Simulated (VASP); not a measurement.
Computed with PBE GGA, VASP's PBE PAW potentials (set 64) (plane waves; VASP).

A VASP calculation is set up with these files.

### INCAR
```
ISIF  =  2   # forces and stress, cell fixed
LREAL  =  .FALSE.
ALGO  =  Normal   # blocked Davidson
LWAVE  =  .FALSE.
LCHARG  =  .FALSE.
EDIFFG  =  -0.001
NSW  =  30   # most ionic steps
PREC  =  Accurate
SYSTEM  =  Gd
ISMEAR  =  1   # Methfessel-Paxton
GGA  =  PE
EDIFF  =  1E-8
LASPH  =  .TRUE.   # aspherical one-centre terms
IBRION  =  1   # quasi-Newton
NELM  =  100   # most electronic steps
ENCUT  =  400
SIGMA  =  0.1
LMAXMIX  =  6
```

File POSCAR:
```
Gd
1.0
  1.8273845552  -3.1651226744   0.0000000000
  1.8273845552   3.1651226744   0.0000000000
  0.0000000000   0.0000000000   5.7100685706
Gd
2
Cart
  1.8273845552   1.0550430015   1.4275171426
  1.8273845552  -1.0550430015   4.2825514279
```

### KPOINTS
```
Automatic mesh
0
Gamma
10 10 6
0 0 0
```

POTCAR, in this order: Gd_3 (PBE.64 set). Program: vasp_std.

The resulting files:

OSZICAR:
```
       N       E                     dE             d eps       ncg     rms          rms(c)
DAV:   1     0.343960318495E+02    0.34396E+02   -0.77339E+03  1456   0.100E+03
DAV:   2    -0.764350191278E+01   -0.42040E+02   -0.41084E+02  1626   0.209E+02
DAV:   3    -0.912762073346E+01   -0.14841E+01   -0.13786E+01  1980   0.250E+01
DAV:   4    -0.915509867397E+01   -0.27478E-01   -0.27357E-01  1760   0.359E+00
DAV:   5    -0.915588154304E+01   -0.78287E-03   -0.78494E-03  2165   0.437E-01    0.228E+01
DAV:   6    -0.915620174049E+01   -0.32020E-03   -0.21874E-02  1646   0.119E+00    0.136E+01
DAV:   7    -0.916435487827E+01   -0.81531E-02   -0.39622E-02  1576   0.159E+00    0.212E-01
DAV:   8    -0.916402766238E+01    0.32722E-03   -0.22395E-03  1671   0.352E-01    0.582E-02
DAV:   9    -0.916403714379E+01   -0.94814E-05   -0.21718E-04  1884   0.108E-01    0.365E-02
DAV:  10    -0.916403159384E+01    0.55500E-05   -0.31689E-05  1676   0.396E-02    0.426E-02
DAV:  11    -0.916403340780E+01   -0.18140E-05   -0.55000E-06  1611   0.166E-02    0.434E-03
DAV:  12    -0.916403345354E+01   -0.45739E-07   -0.31140E-07  2311   0.367E-03    0.388E-03
DAV:  13    -0.916403338737E+01    0.66171E-07   -0.17710E-08  1149   0.108E-03    0.751E-04
DAV:  14    -0.916403335755E+01    0.29823E-07   -0.69340E-09   893   0.693E-04    0.195E-04
DAV:  15    -0.916403336702E+01   -0.94717E-08   -0.56459E-10   893   0.224E-04
   1 F= -.91640334E+01 E0= -.91647834E+01  d E =-.916403E+01
```

**OUTCAR**
```
------------------------ aborting loop because EDIFF is reached ----------------------------------------
  FORCE on cell =-STRESS in cart. coord.  units (eV):
  Direction    XX          YY          ZZ          XY          YZ          ZX
  --------------------------------------------------------------------------------------
  Total       -0.0144358     -0.0144358     -0.0100299      0.0000000      0.0000000      0.0000000
  in kB       -0.3501550     -0.3501550     -0.2432855      0.0000000      0.0000000      0.0000000
  external PRESSURE =      -0.3145318 kB  Pullay stress =       0.0000000 kB
  volume of cell :       66.05
      direct lattice vectors                 reciprocal lattice vectors
     1.827384555 -3.165122674  0.000000000     0.273615096 -0.157971760  0.000000000
     1.827384555  3.165122674  0.000000000     0.273615096  0.157971760  0.000000000
     0.000000000  0.000000000  5.710068571     0.000000000  0.000000000  0.175129245
 POSITION                                       TOTAL-FORCE (eV/Angst)
 -----------------------------------------------------------------------------------
      1.82738      1.05504      1.42752        -0.000000      0.000000      0.000000
      1.82738     -1.05504      4.28255         0.000000     -0.000000      0.000000
 -----------------------------------------------------------------------------------
    total drift:                               -0.000004      0.000116     -0.000010
  FREE ENERGIE OF THE ION-ELECTRON SYSTEM (eV)
  ---------------------------------------------------
  free  energy   TOTEN  =        -9.1640333670 eV

  energy  without entropy=       -9.1662833470  energy(sigma->0) =       -9.16478336

 reached required accuracy - stopping structural energy minimisation
```
(Selected blocks of OUTCAR.)

The 4f electrons are frozen in the core of the lanthanide potential, so 4f levels, which can set the real gap, and their magnetism are missing.

The compound is Gd in the hcp structure. It was relaxed first. The start is the result of an earlier pass.
